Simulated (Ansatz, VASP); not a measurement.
## Na2BrF in VASP and in Ansatz

Contents of INCAR:

```
PREC = Accurate ; ENCUT = 520
EDIFF = 1E-7 ; ISMEAR = 0
SIGMA = 0.1 ; LREAL = F
LASPH = T ; NELM = 100
ALGO = Normal ; ISIF = 2
LWAVE = F ; LCHARG = F
GGA = PE ; NBANDS = 22
```

KPOINTS

```
regular mesh
0
Gamma
  6 6 4
```

POSCAR

```
Na2BrF
1.0
    3.6109790599      0.0000000000      0.0000000000
    0.0000000000      3.6109790599      0.0000000000
    0.0000000000      0.0000000000      5.1066955599
Na Br F
2 1 1
Direct
    0.0000000000      0.0000000000      0.0000000000
    0.5000000000      0.5000000000      0.5000000000
    0.5000000000      0.5000000000      0.0000000000
    0.0000000000      0.0000000000      0.5000000000
```

Input for Ansatz:

```yaml
crystal:
  lattice:
    - [3.6109790599, 0.0, 0.0]
    - [0.0, 3.6109790599, 0.0]
    - [0.0, 0.0, 5.1066955599]
  atoms:
    - { symbol: Na, position: [0.0, 0.0, 0.0] }
    - { symbol: Na, position: [0.5, 0.5, 0.5] }
    - { symbol: Br, position: [0.5, 0.5, 0.0] }
    - { symbol: F, position: [0.0, 0.0, 0.5] }
basis:
  ecutwfc: 420
kpoints:
  mp_grid: { grid: [6, 6, 4] }
hamiltonian:
  xc: pbe
scf:
  occupations: { method: gaussian, width: 0.1 }
output:
  forces: true
  stress: true
  eigenvalues: true
```

The cell comes from a database or a generator and needn't be the stable form of this composition.

Alike in both runs: task single point; functional PBE; k mesh 6 × 6 × 4; occupations gaussian, width 0.1 eV; no spin polarisation.

```csv
,VASP,Ansatz
version,VASP 6.6.1,Ansatz 0.2.0
potentials or method,"VASP PAW PBE potentials, release 64 (Na_pv, Br, F)","scalar-relativistic, plane waves, PAW"
plane-wave cutoff (eV),520,420
valence electrons in the cell,28,32
```

```tsv
	VASP	Ansatz	Ansatz less VASP
gap on the k mesh at the Fermi level (eV)	5.26	5.27	+0.007
least direct gap on the mesh (eV)	5.26	5.27	+0.007
pressure (GPa)	11.5	11.4	-0.02
largest component of the traceless stress (GPa)	0.91	0.91	+0.001
```

The two sets of potentials don't hold the same shells in valence.

PBE gaps usually lie below the measured ones, often by a third to a half.
